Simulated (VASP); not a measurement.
The system is CsLiCr2Te2S3.

```
CELL_PARAMETERS angstrom
3.31929 1.91639 6.87982
-3.31929 1.91639 6.87982
0.00000 -3.83279 6.87982
ATOMIC_POSITIONS crystal
Cs 0.00000 0.00000 0.00000
Li 0.50000 0.50000 0.50000
Cr 0.79848 0.79848 0.79848
Cr 0.20152 0.20152 0.20152
Te 0.67990 0.67990 0.67990
Te 0.32010 0.32010 0.32010
S 0.13626 0.86374 0.50000
S 0.50000 0.13626 0.86374
S 0.86374 0.50000 0.13626
```

The cell was built by a generator and needn't be a form met in nature.

```yaml
Program: VASP 6.6.1
Task: relaxation of cell and atoms
Functional: PBE
Dispersion: D3
Potentials_or_basis: VASP PAW PBE potentials, release 64 (Cs_sv, Li_sv, Cr_pv, Te, S)
Cutoff: 600 eV
k_mesh: 5 × 5 × 5
Occupations: fermi-dirac, width 0.05 eV
Spin: collinear spin, ferromagnetic start
Starting_moments: "[0.0, 0.0, 3.0, 3.0, 0.0, 0.0, 0.0, 0.0, 0.0] μB"
```

At the start: pressure -1.1 GPa; volume 29.18 Å³/atom.

**Question.** How do energy, volume and symmetry change on relaxing?

**Answer.** Over 18 steps the energy falls by 8.0 meV/atom and the volume is 27.19 Å³/atom (-6.8 %); space group R32 (No. 155, to 0.05 Å); moment 4.00 μB per cell.

Step by step:
| step | energy change (eV) | largest force (eV/Å) | pressure (GPa) | volume (Å³) |
| --- | --- | --- | --- | --- |
| 1 | 0.0000 | 0.0340 | -1.11 | 262.58 |
| 2 | -0.0265 | 0.2552 | 0.06 | 254.95 |
| 3 | -0.0266 | 0.2482 | 0.05 | 255.15 |
| 4 | -0.0341 | 0.1583 | 0.01 | 254.06 |
| 5 | -0.0414 | 0.2464 | 0.01 | 251.67 |
| 6 | -0.0459 | 0.1892 | 0.03 | 251.15 |
| 7 | -0.0538 | 0.0832 | 0.02 | 249.58 |
| 8 | -0.0546 | 0.1209 | 0.01 | 248.91 |
| 9 | -0.0565 | 0.1181 | -0.01 | 248.67 |
| 10 | -0.0611 | 0.1140 | -0.07 | 247.95 |
| 11 | -0.0654 | 0.1086 | -0.18 | 246.48 |
| 12 | -0.0683 | 0.0568 | 0.10 | 244.62 |
| 13 | -0.0683 | 0.0657 | 0.12 | 244.43 |
| 14 | -0.0702 | 0.0566 | 0.11 | 244.42 |
| 15 | -0.0709 | 0.1106 | 0.07 | 244.42 |
| 16 | -0.0716 | 0.0222 | -0.02 | 244.87 |
| 17 | -0.0717 | 0.0306 | -0.01 | 244.81 |
| 18 | -0.0718 | 0.0151 | 0.01 | 244.70 |

Final structure:
```yaml
crystal:
  lattice:
    - [3.29366, 1.90160, 6.51158]
    - [-3.29366, 1.90160, 6.51158]
    - [0.00000, -3.80320, 6.51158]
  atoms:
    - { symbol: Cs, position: [0.00000, 0.00000, 0.00000] }
    - { symbol: Li, position: [0.50000, 0.50000, 0.50000] }
    - { symbol: Cr, position: [0.79633, 0.79633, 0.79633] }
    - { symbol: Cr, position: [0.20367, 0.20367, 0.20367] }
    - { symbol: Te, position: [0.67152, 0.67152, 0.67152] }
    - { symbol: Te, position: [0.32848, 0.32848, 0.32848] }
    - { symbol: S, position: [0.13767, 0.86233, 0.50000] }
    - { symbol: S, position: [0.50000, 0.13767, 0.86233] }
    - { symbol: S, position: [0.86233, 0.50000, 0.13767] }
```

Caveat: the cutoff is under 1.25 times the usual one of these potentials, so pressure, stress and relaxed cells hold a basis-set (Pulay) error; only a ferromagnetic start was run, and an antiferromagnetic order may lie lower in energy; pairwise dispersion overbinds metals, which lowers pressure and volume.
